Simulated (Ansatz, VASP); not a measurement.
# Tl2S: VASP beside Ansatz, part 2 of 2

Wanted: the spread between two codes on one cell, functional and k mesh. The cell is generated by rule, not measured, and may not be a known phase. The cell is taken from a series of runs on this material, whose earlier steps may have relaxed, scaled, displaced or heated it; both programs get it as it stands.

VASP 6.6.1 and Ansatz 0.2.0.

So far: The starting structure; VASP: zone-centre phonons, PBEsol.

### 2. VASP: zone-centre phonons, PBEsol (continued)

Level of this step: PBEsol; plane waves and PAW (S, Tl_d); invented cell (VASP).

Numbers of over 12 decimals in the logs are rounded to 6 here.

From OUTCAR (step 2):

```text
ion  position               nearest neighbor table
   1  0.000  0.000  0.500-   4 2.89   5 2.89   3 3.03   6 3.03   3 3.03   6 3.03
   2  0.500  0.500  0.000-   3 2.89   6 2.89   5 3.03   4 3.03   4 3.03   5 3.03
   3  0.187  0.187  0.000-   2 2.89   1 3.03   1 3.03   6 3.45
   4  0.687  0.313  0.500-   1 2.89   2 3.03   2 3.03   5 3.45
   5  0.313  0.687  0.500-   1 2.89   2 3.03   2 3.03   4 3.45
   6  0.813  0.813  0.000-   2 2.89   1 3.03   1 3.03   3 3.45

  LATTYP: Found a simple tetragonal cell.
 ALAT       =     6.5286845945
 C/A-ratio  =     0.7649457206

 Subroutine GETGRP returns: Found 16 space group operations
 (whereof  8 operations were pure point group operations)

The static configuration has the point symmetry D_2h.
 The point group associated with its full space group is D_4h.

 Found     50 irreducible k-points:

   k-points           NKPTS =     50   k-points in BZ     NKDIM =     50   number of bands    NBANDS=     39

   dimension x,y,z NGX =    48 NGY =   48 NGZ =   36
   dimension x,y,z NGXF=    96 NGYF=   96 NGZF=   72

   ENCUT  =  500.0 eV  36.75 Ry    6.06 a.u.  11.90 11.90  9.11*2*pi/ulx,y,z

   NELECT =      64.0000    total number of electrons

 k-points in reciprocal lattice and weights: Automatic mesh
   0.00000000  0.00000000  0.00000000       0.003
   0.16666667  0.00000000  0.00000000       0.014
   0.33333333  0.00000000  0.00000000       0.014
   0.50000000  0.00000000  0.00000000       0.007
   0.16666667  0.16666667  0.00000000       0.014
   0.33333333  0.16666667  0.00000000       0.028
   0.50000000  0.16666667  0.00000000       0.014
   0.33333333  0.33333333  0.00000000       0.014
   0.50000000  0.33333333  0.00000000       0.014
[...]
0.50000000  0.33333333  0.50000000       0.014
   0.50000000  0.50000000  0.50000000       0.003

 average (electrostatic) potential at core
       1 -87.7499       2 -87.7499       3 -85.7955       4 -85.7955       5 -85.7955
       6 -85.7955

[...]
3.26434      3.26434      0.00000         0.000000      0.000000      0.000000
      1.21810      1.21810      0.00000        -0.000977     -0.000977     -0.000000
      4.48244      2.04624      2.49704        -0.000977      0.000977      0.000000
      2.04624      4.48244      2.49704         0.000977     -0.000977     -0.000000
      5.31058      5.31058      0.00000         0.000977      0.000977      0.000000
 -----------------------------------------------------------------------------------
    total drift:                                0.000000     -0.000000      0.000000

 Eigenvectors and eigenvalues of the dynamical matrix
 ----------------------------------------------------

   1 f  =    4.911971 THz    30.862821 2PiTHz  163.845702 cm-1    20.314269 meV
             X         Y         Z           dx          dy          dz
      0.000000  0.000000  2.497045     0.000000    0.000000   -0.680946
      3.264342  3.264342  0.000000     0.000000    0.000000   -0.680946
      1.218100  1.218100  0.000000    -0.000000    0.000000    0.134745
      4.482443  2.046242  2.497045    -0.000000    0.000000    0.134745
      2.046242  4.482443  2.497045     0.000000   -0.000000    0.134745
      5.310584  5.310584  0.000000    -0.000000   -0.000000    0.134745

   2 f  =    4.000330 THz    25.134814 2PiTHz  133.436644 cm-1    16.544028 meV
             X         Y         Z           dx          dy          dz
      0.000000  0.000000  2.497045    -0.622556   -0.132564    0.000000
      3.264342  3.264342  0.000000     0.687257    0.319875   -0.000000
      1.218100  1.218100  0.000000    -0.070977   -0.040812    0.000000
      4.482443  2.046242  2.497045     0.058195    0.003806   -0.000000
      2.046242  4.482443  2.497045     0.058195    0.003806    0.000000
      5.310584  5.310584  0.000000    -0.070977   -0.040812   -0.000000

   3 f  =    4.000330 THz    25.134814 2PiTHz  133.436644 cm-1    16.544028 meV
             X         Y         Z           dx          dy          dz
      0.000000  0.000000  2.497045    -0.319875    0.687257    0.000000
      3.264342  3.264342  0.000000     0.132564   -0.622556   -0.000000
      1.218100  1.218100  0.000000    -0.003806    0.058195   -0.000000
      4.482443  2.046242  2.497045     0.040812   -0.070977   -0.000000
      2.046242  4.482443  2.497045     0.040812   -0.070977    0.000000
      5.310584  5.310584  0.000000    -0.003806    0.058195   -0.000000

   4 f  =    2.764605 THz    17.370528 2PiTHz   92.217310 cm-1    11.433484 meV
             X         Y         Z           dx          dy          dz
      0.000000  0.000000  2.497045     0.477323    0.453863    0.000000
      3.264342  3.264342  0.000000     0.287157    0.246199   -0.000000
      1.218100  1.218100  0.000000    -0.283983   -0.296804   -0.000000
      4.482443  2.046242  2.497045     0.132973    0.158519    0.000000
      2.046242  4.482443  2.497045     0.132973    0.158519   -0.000000
      5.310584  5.310584  0.000000    -0.283983   -0.296804   -0.000000

   5 f  =    2.764605 THz    17.370528 2PiTHz   92.217310 cm-1    11.433484 meV
             X         Y         Z           dx          dy          dz
      0.000000  0.000000  2.497045     0.246199   -0.287157    0.000000
      3.264342  3.264342  0.000000     0.453863   -0.477323   -0.000000
      1.218100  1.218100  0.000000     0.158519   -0.132973   -0.000000
      4.482443  2.046242  2.497045    -0.296804    0.283983   -0.000000
      2.046242  4.482443  2.497045    -0.296804    0.283983    0.000000
      5.310584  5.310584  0.000000     0.158519   -0.132973   -0.000000

   6 f  =    2.532487 THz    15.912088 2PiTHz   84.474687 cm-1    10.473522 meV
             X         Y         Z           dx          dy          dz
      0.000000  0.000000  2.497045    -0.000000   -0.000000    0.000000
      3.264342  3.264342  0.000000    -0.000000   -0.000000   -0.000000
      1.218100  1.218100  0.000000     0.353553    0.353553   -0.000000
      4.482443  2.046242  2.497045    -0.353553    0.353553    0.000000
      2.046242  4.482443  2.497045     0.353553   -0.353553    0.000000
      5.310584  5.310584  0.000000    -0.353553   -0.353553   -0.000000

   7 f  =    2.092483 THz    13.147461 2PiTHz   69.797731 cm-1     8.653812 meV
             X         Y         Z           dx          dy          dz
      0.000000  0.000000  2.497045     0.000000    0.000000   -0.233024
      3.264342  3.264342  0.000000     0.000000    0.000000    0.233024
      1.218100  1.218100  0.000000    -0.000000   -0.000000    0.472070
      4.482443  2.046242  2.497045    -0.000000    0.000000   -0.472070
      2.046242  4.482443  2.497045     0.000000   -0.000000   -0.472070
      5.310584  5.310584  0.000000     0.000000    0.000000    0.472070

   8 f  =    1.965718 THz    12.350970 2PiTHz   65.569290 cm-1     8.129552 meV
             X         Y         Z           dx          dy          dz
      0.000000  0.000000  2.497045    -0.000000   -0.000000   -0.000000
      3.264342  3.264342  0.000000     0.000000   -0.000000    0.000000
      1.218100  1.218100  0.000000     0.353553    0.353553    0.000000
      4.482443  2.046242  2.497045     0.353553   -0.353553   -0.000000
      2.046242  4.482443  2.497045    -0.353553    0.353553   -0.000000
      5.310584  5.310584  0.000000    -0.353553   -0.353553    0.000000

   9 f  =    1.380543 THz     8.674210 2PiTHz   46.049972 cm-1     5.709466 meV
             X         Y         Z           dx          dy          dz
      0.000000  0.000000  2.497045    -0.000000   -0.000000   -0.000000
      3.264342  3.264342  0.000000     0.000000   -0.000000    0.000000
      1.218100  1.218100  0.000000    -0.000000    0.000000    0.707037
      4.482443  2.046242  2.497045    -0.000000    0.000000   -0.009906
      2.046242  4.482443  2.497045    -0.000000    0.000000    0.009906
      5.310584  5.310584  0.000000     0.000000    0.000000   -0.707037

  10 f  =    1.380543 THz     8.674210 2PiTHz   46.049972 cm-1     5.709466 meV
             X         Y         Z           dx          dy          dz
      0.000000  0.000000  2.497045    -0.000000   -0.000000   -0.000000
      3.264342  3.264342  0.000000    -0.000000   -0.000000   -0.000000
      1.218100  1.218100  0.000000    -0.000000   -0.000000    0.009906
      4.482443  2.046242  2.497045     0.000000   -0.000000    0.707037
      2.046242  4.482443  2.497045     0.000000    0.000000   -0.707037
      5.310584  5.310584  0.000000     0.000000   -0.000000   -0.009906

  11 f/i=    0.001096 THz     0.006889 2PiTHz    0.036570 cm-1     0.004534 meV
             X         Y         Z           dx          dy          dz
      0.000000  0.000000  2.497045    -0.000000   -0.000000   -0.190558
      3.264342  3.264342  0.000000    -0.000000   -0.000000   -0.190558
      1.218100  1.218100  0.000000    -0.000000   -0.000000   -0.481502
      4.482443  2.046242  2.497045    -0.000000   -0.000000   -0.481502
      2.046242  4.482443  2.497045    -0.000000   -0.000000   -0.481502
      5.310584  5.310584  0.000000    -0.000000   -0.000000   -0.481502

  12 f/i=    0.001422 THz     0.008935 2PiTHz    0.047434 cm-1     0.005881 meV
             X         Y         Z           dx          dy          dz
      0.000000  0.000000  2.497045     0.132537    0.136848   -0.000000
      3.264342  3.264342  0.000000     0.132552    0.136863   -0.000000
      1.218100  1.218100  0.000000     0.335162    0.346051   -0.000000
      4.482443  2.046242  2.497045     0.334813    0.345713   -0.000000
      2.046242  4.482443  2.497045     0.334813    0.345713   -0.000000
      5.310584  5.310584  0.000000     0.335162    0.346051   -0.000000

  13 f/i=    0.001422 THz     0.008935 2PiTHz    0.047434 cm-1     0.005881 meV
             X         Y         Z           dx          dy          dz
      0.000000  0.000000  2.497045    -0.136863    0.132552   -0.000000
      3.264342  3.264342  0.000000    -0.136848    0.132537   -0.000000
      1.218100  1.218100  0.000000    -0.345713    0.334813   -0.000000
      4.482443  2.046242  2.497045    -0.346051    0.335162   -0.000000
      2.046242  4.482443  2.497045    -0.346051    0.335162   -0.000000
      5.310584  5.310584  0.000000    -0.345713    0.334813   -0.000000
    [... 43 further lines ...]
      2.046242  4.482443  2.497045    -0.000000    0.000000    0.164773
      5.310584  5.310584  0.000000    -0.000000   -0.000000   -0.164773

 ELASTIC MODULI CONTR FROM IONIC RELAXATION (kBar)
 Direction    XX          YY          ZZ          XY          YZ          ZX
 --------------------------------------------------------------------------------
 XX          -0.0888     -0.0888      1.1011     -0.0000      0.0000     -0.0000
 YY          -0.0888     -0.0888      1.1011     -0.0000      0.0000     -0.0000
 ZZ           1.1011      1.1011    -13.6607      0.0000     -0.0000      0.0000
 XY          -0.0000     -0.0000      0.0000     -0.5364     -0.0000      0.0000
 YZ           0.0000      0.0000     -0.0000     -0.0000    -21.0789      0.0000
 ZX          -0.0000     -0.0000      0.0000      0.0000      0.0000    -17.2140
 --------------------------------------------------------------------------------
```

### 3. Ansatz: zone-centre phonons, PBEsol

Ansatz runs on its default PAW (the set named soft_2) files.

The same cell, functional, mesh and smearing now go to Ansatz, which takes its cutoff from its data sets.

Input file input.yaml:

```yaml
crystal:
  lattice:
    - [6.5286845945, 0.0, 0.0]
    - [0.0, 6.5286845945, 0.0]
    - [0.0, 0.0, 4.9940893418]
  atoms:
    - { symbol: S, position: [0.0, 0.0, 0.5] }
    - { symbol: S, position: [0.5, 0.5, 0.0] }
    - { symbol: Tl, position: [0.18657671, 0.18657671, 0.0] }
    - { symbol: Tl, position: [0.68657671, 0.31342329, 0.5] }
    - { symbol: Tl, position: [0.31342329, 0.68657671, 0.5] }
    - { symbol: Tl, position: [0.81342329, 0.81342329, 0.0] }
kpoints:
  mp_grid: { grid: [6, 6, 8] }
hamiltonian:
  xc: pbesol
scf:
  occupations: { method: methfessel_paxton, width: 0.2 }
output:
  eigenvalues: true
phonons:
  method: dfpt
```

Run with:

```
$ ansatz run input.yaml --threads 8 --pin off --max-ram 14336MiB --backend cpu --events-out ev --progress --plain --runs-dir out
```

The log of the run:

```text
zone centre: on kpoints.mp_grid the ground state, and the responses unless they are solved on pairs of k-points, stand on 100 of the mesh's 288 k-points, reduced under 2 symmetry operations, with k and −k counted as one. Each operation leaves every solved displacement unchanged or reverses it
Engine: ansatz 0.2.0, aarch64-unknown-linux-gnu
Pseudopotentials: kind: paw
Pseudopotential: S, paw, valence charge 6, recommended cutoff 420 eV (normal), S.paw.azcp
Pseudopotential: Tl, paw, valence charge 13, recommended cutoff 420 eV (normal), Tl.paw.azcp
Functional definition: PBEsol
  exchange = pbesol_x
  correlation = pbesol_c
Crystal: 6 atoms, lattice volume = 212.867 Å³
Basis set: ecut = 420 eV, 4165 PW (Γ), exchange–correlation on 96×96×72 points (8 copies of the dense FFT grid, shifted against one another)
Bands: 39, of which v1, the nominal top of the filled ones, is band 32 counted from 1 (31 counted from 0)
Symmetry: 16 space group operations
k-points: 100 of 288 (irreducible under 2 space group operations, time reversal used)
Non-local potential: S, projectors of the file, l = 0: 2, l = 1: 2, l = 2: 2
Non-local potential: Tl, projectors of the file, l = 0: 2, l = 1: 2, l = 2: 2, l = 3: 1
PAW form: soft (Blöchl's): semilocal exchange-correlation on the pseudo side does not see the compensation charge
PAW frozen core: S, regenerated for the run's functional, and the local potential with it (the file was generated under x = pbe(κ = 0.804, μ = 0.219515), c = pbe(β = 0.066725))
PAW frozen core: Tl, regenerated for the run's functional, and the local potential with it (the file was generated under x = pbe(κ = 0.804, μ = 0.219515), c = pbe(β = 0.066725))
PAW one-centre angular grid: S, 110 points (default); XC on 64 Gauss nodes
PAW one-centre angular grid: Tl, 590 points (default); XC on 64 Gauss nodes
Initial density: superposition of atomic densities (neutral atoms: chi_scale 0, normalization atom), corrected by the library's trained network
Initial wavefunctions: pseudopotential atomic-orbital guess
Functional: x = pbesol(κ = 0.804, μ = 0.123457), c = pbesol(β = 0.046)
SCF iter   1: F=—  HF=-46952.467152 eV  |F-HF|=—  |Δ(HF+E_count)|=         —  Δρ=4.25e-3  dr2=6.99e-2  ethr=1.77e-3  ⟨swp⟩=5.6  Hψ=13872  notcnv=0
preconditioner: auto → LDOS  [metal: Δε(μ)=0.063 eV  Ē_g=11.041 eV  σ=0.200 eV  W_gap=0.26  n_scr=38 (ndim 8)  ℏωp=20.4 eV  f_vac=0.054  D(μ)=1.76/eV (n_scr^D=4)  β→1.0]
SCF iter   2: F=—  HF=-46952.463338 eV  |F-HF|=—  |Δ(HF+E_count)|=   3.81e-3  S|Δr|=    0.00e0  Δρ=2.50e-3  dr2=2.41e-2  ethr=1.09e-4  ⟨swp⟩=2.0  Hψ=7897  notcnv=0
SCF iter   3: F=—  HF=-46952.456962 eV  |F-HF|=—  |Δ(HF+E_count)|=   6.38e-3  S|Δr|=    0.00e0  Δρ=3.69e-4  dr2=3.35e-4  ethr=3.77e-5  ⟨swp⟩=2.0  Hψ=6962  notcnv=0
SCF iter   4: F=—  HF=-46952.456971 eV  |F-HF|=—  |Δ(HF+E_count)|=   9.37e-6  S|Δr|=    0.00e0  Δρ=1.45e-4  dr2=7.27e-5  ethr=5.23e-7  ⟨swp⟩=2.0  Hψ=6964  notcnv=0
SCF iter   5: F=—  HF=-46952.456962 eV  |F-HF|=—  |Δ(HF+E_count)|=   9.47e-6  S|Δr|=    0.00e0  Δρ=3.29e-5  dr2=4.80e-6  ethr=1.14e-7  ⟨swp⟩=2.0  Hψ=6769  notcnv=0
SCF iter   6: F=—  HF=-46952.456955 eV  |F-HF|=—  |Δ(HF+E_count)|=   6.39e-6  S|Δr|=    0.00e0  Δρ=1.47e-5  dr2=8.40e-7  ethr=7.50e-9  ⟨swp⟩=2.0  Hψ=6883  notcnv=0
SCF iter   7: F=—  HF=-46952.456955 eV  |F-HF|=—  |Δ(HF+E_count)|=   7.55e-8  S|Δr|=    0.00e0  Δρ=2.13e-6  dr2=1.27e-8  ethr=1.31e-9  ⟨swp⟩=2.0  Hψ=6771  notcnv=0
SCF iter   8: F=—  HF=-46952.456955 eV  |F-HF|=—  |Δ(HF+E_count)|=   1.78e-8  S|Δr|=    0.00e0  Δρ=2.89e-7  dr2=1.87e-10  ethr=1.98e-11  ⟨swp⟩=2.0  Hψ=7055  notcnv=0
SCF iter   9: F=-46952.456955 eV  HF=-46952.456955 eV  |F-HF|=2.18e-11  |Δ(HF+E_count)|=  3.06e-10  S|Δr|=    0.00e0  Δρ=3.59e-8  dr2=2.55e-12  ethr=1.00e-12  ⟨swp⟩=8.6  Hψ=21678  notcnv=0
SCF 1 converged in 9 iterations: F = -46952.456955 eV  dr2 = 2.55e-12
  greatest PAW one-centre occupation: 0.965 electrons in one spin orbital (limit 2), on the Tl atom at site 5 (counted from 0), in its partial waves of l = 2
DFPT response loops at Γ: preconditioner auto → Kerker (q_TF=auto, 2.233 Å⁻¹) (partly filled bands, converged f_vac=0.067); β = 1.00, the filter's whole step (`scf.mixing.beta` (0.50) is not read by the response loops under this deck's `scf.mixing.preconditioner`; to damp them name `kerker` or `kerker_dos`, under which they read `scf.mixing.beta`, and type it under 1.00, their step now; both keys bind the ground state too); Broyden in place of MSR1
SCF converged after 9 iterations
Stability not checked: this state was not tested for a lower state beside it, because cold or Methfessel-Paxton smearing, or corrected tetrahedra, fill the levels in a way that the test cannot read (fill_not_monotonic; see scf.lower_state_search)
Free energy (F): -46952.456955 eV
Harris-Foulkes:  -46952.456955 eV  (|F-HF|=2.18e-11)
Internal energy: -46952.464729 eV  (E = F + TS)
E sigma→0 (E₀):  -46952.458899 eV
Entropy (-TS):   0.007774 eV (1.296 meV/atom)
Fermi energy:    5.636064 eV
Step filling:    the computed levels leave a gap of 0.0000 eV = 0.0 smearing widths at the electron count; against every level under it full and every level over it empty, smearing changes F+E_penalty+E_count by +3.418 meV and its σ→0 estimate by +1.475 meV
--- Per-component energies (eV) ---
  E_band       = -202.898537
  E_kinetic    = 1539.015082
  E_local      = -4888.326614  (includes V_loc(G=0)·N_el)
  E_nonlocal   = 1336.512079
  E_hartree    = 1822.530907
  E_xc         = -1106.111962
  E_vxc        = -740.734526  (∫ρ·V_xc dr)
  E_paw        = -41231.834226  (= ΣΔE_a)
  E_vpaw       = -1094.426567  (= ΣTr[D̂ρ^β])
  E_aug_tail   = 0.000138  (compensation charges beyond the density's cutoff)
  E_ewald      = -4424.527091
  E_core_change = 0.276959  (= ΣΔE_core)
  E_smearing   = 0.007774  (= −TS)
  E_closure    = -0.000000  (closes the sum)
  Σ components = -46952.456955   (vs F -46952.456955, Δ=0.00e0)
--- Band table (eV; the first three rows and the last of 100) ---
  k-point 0: bands = [... 28 lower, 3.2059, 3.5481, 4.9256, 5.6866, 5.6866, 6.7693, 7.3803, 8.4159, ... 3 higher]
  k-point 1: bands = [... 28 lower, 3.2188, 3.6353, 5.0327, 5.3586, 5.3586, 6.9361, 7.6122, 7.9319, ... 3 higher]
  k-point 2: bands = [... 28 lower, 3.7196, 3.8699, 4.7794, 4.7794, 5.3506, 7.3831, 7.5826, 7.5826, ... 3 higher]
  k-point 99: bands = [... 28 lower, 4.4242, 4.4242, 4.5404, 4.5404, 6.4141, 6.4141, 7.7357, 7.7357, ... 3 higher]
--- Phonons (Γ-DFPT): 4 representative perturbations + reference, on 100 of 288 k-points (Σ response iterations 12) ---
  k mesh reduced under 2 symmetry operations, with k and −k counted as one. Each operation leaves every solved displacement unchanged or reverses it
  ASR residual: 5.268e-5 → 0.000e0 eV/Å²; symmetrization residual: 1.498e-5 eV/Å²
  ASR residual per site (eV/Å²): 4.67e-5 4.67e-5 5.27e-5 5.27e-5 5.27e-5 5.27e-5
  Γ frequencies (cm⁻¹): -111.59 -65.71 -65.71 -40.10 -36.41 0.00 0.00 0.00 45.82 45.82 65.64 69.16 84.13 91.66 91.66 132.53 132.53 162.84
  non-analytic LO–TO correction: not included (Born effective charges unavailable; polar crystals: no LO–TO splitting at Γ)
```

### 4. Comparison

Known differences besides the potentials themselves: the cutoff is 420 eV in Ansatz and 500 eV in VASP; Ansatz makes its cores anew for this functional, VASP keeps those of its PBE data sets. Total energies have different zeros and are not compared.

Both answers:

```csv
quantity,Ansatz,VASP,difference
"optical mode 1 (imaginary, printed as negative) (cm⁻¹)",-111.6,-110.6,-1.0
"optical mode 2 to 3 (imaginary, printed as negative) (cm⁻¹)",-65.7,-65.1,-0.6
"optical mode 4 (imaginary, printed as negative) (cm⁻¹)",-40.1,-40.3,+0.2
"optical mode 5 (imaginary, printed as negative) (cm⁻¹)",-36.4,-37.0,+0.6
optical mode 6 to 7 (cm⁻¹),45.8,46.0,-0.2
optical mode 8 (cm⁻¹),65.6,65.6,+0.11 %
optical mode 9 (cm⁻¹),69.2,69.8,-0.91 %
optical mode 10 (cm⁻¹),84.1,84.5,-0.41 %
optical mode 11 to 12 (cm⁻¹),91.7,92.2,-0.60 %
optical mode 13 to 14 (cm⁻¹),132.5,133.4,-0.68 %
optical mode 15 (cm⁻¹),162.8,163.8,-0.61 %
```

Modes are paired by rising frequency, not by their patterns, so a pair may set unlike modes beside each other; they are those without the splitting of longitudinal modes.

### 5. Summary of results

| Property | Result |
| --- | --- |
| r.m.s. difference of the optical zone-centre modes, each program's sorted by frequency (zone-centre phonons, PBEsol) | 0.64 cm⁻¹ |
| difference in optical mode 9 (zone-centre phonons, PBEsol) | -0.9 % |

What this shows: The r.m.s. difference of the optical zone-centre modes, each program's sorted by frequency is 0.64 cm⁻¹ (zone-centre phonons, PBEsol). Among the rows given in per cent, the largest difference of the zone-centre phonons, PBEsol pair is in optical mode 9, -0.9 %. Such differences can come from data sets, numerical settings and the points named under the comparisons, not from the functional's error against experiment.

[Lines on the potential files, build, host, timing and source positions are cut from VASP's logs without a mark.]

[Logs are printed without paths, hosts, clocks, repeated set-up lines and the standing remarks that a program may print on its own settings, such as how far it seeks lower states.]

[Hosts, paths, dates, database ids (printed as entryN), source tags and the programs' standing remarks are cut or masked in the printed files.]
